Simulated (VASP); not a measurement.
OSZICAR of a VASP run on PbF2 (fluorite):

OSZICAR:
```
       N       E                     dE             d eps       ncg     rms          rms(c)
DAV:   1     0.233121979477E+03    0.23312E+03   -0.14321E+04  1260   0.164E+03
DAV:   2    -0.585678960613E+02   -0.29169E+03   -0.28220E+03  1510   0.448E+02
DAV:   3    -0.796132399435E+02   -0.21045E+02   -0.20896E+02  1462   0.138E+02
DAV:   4    -0.801689548750E+02   -0.55571E+00   -0.55519E+00  1392   0.232E+01
DAV:   5    -0.801881372703E+02   -0.19182E-01   -0.19181E-01  1498   0.426E+00    0.689E+00
DAV:   6    -0.710799834993E+02    0.91082E+01   -0.59379E+00  1608   0.381E+01    0.222E+00
DAV:   7    -0.699356591617E+02    0.11443E+01   -0.14371E+00  1266   0.147E+01    0.170E+00
DAV:   8    -0.725307891769E+02   -0.25951E+01   -0.73182E-01  1266   0.996E+00    0.812E-01
DAV:   9    -0.694740539820E+02    0.30567E+01   -0.85520E-01  1260   0.853E+00    0.109E+00
DAV:  10    -0.701650956256E+02   -0.69104E+00   -0.51193E-01  1260   0.601E+00    0.148E-01
DAV:  11    -0.701491871903E+02    0.15908E-01   -0.17510E-02  1338   0.148E+00    0.250E-01
DAV:  12    -0.701414330510E+02    0.77541E-02   -0.14243E-02  1260   0.994E-01    0.462E-01
DAV:  13    -0.701683333589E+02   -0.26900E-01   -0.19979E-02  1260   0.153E+00    0.245E-01
DAV:  14    -0.701703389476E+02   -0.20056E-02   -0.31279E-03  1260   0.549E-01    0.140E-01
DAV:  15    -0.701719463339E+02   -0.16074E-02   -0.39537E-04  1260   0.226E-01    0.117E-01
DAV:  16    -0.701720078947E+02   -0.61561E-04   -0.15435E-03  1430   0.313E-01    0.109E-02
DAV:  17    -0.701721692955E+02   -0.16140E-03   -0.10708E-04  1268   0.105E-01    0.495E-03
DAV:  18    -0.701721650306E+02    0.42649E-05   -0.36963E-06   750   0.283E-02
   1 F= -.70172165E+02 E0= -.70172165E+02  d E =-.701722E+02
```

**Question.** Which electronic solver shows in the log?

**Answer.** It is blocked Davidson (ALGO = Normal, or the opening steps of other solvers). The INCAR had ALGO = Normal.

**Question.** Can the final energy be trusted as converged?

**Answer.** The run converged. It stopped with EDIFF = 1E-5, NELM = 100, NSW = 20 and EDIFFG = -0.03 after 1 ionic step (r2SCAN meta-GGA, plane waves, VASP's PBE PAW potentials (set 64)).

The compound is PbF2 in the fluorite structure, the β form. It was relaxed first.
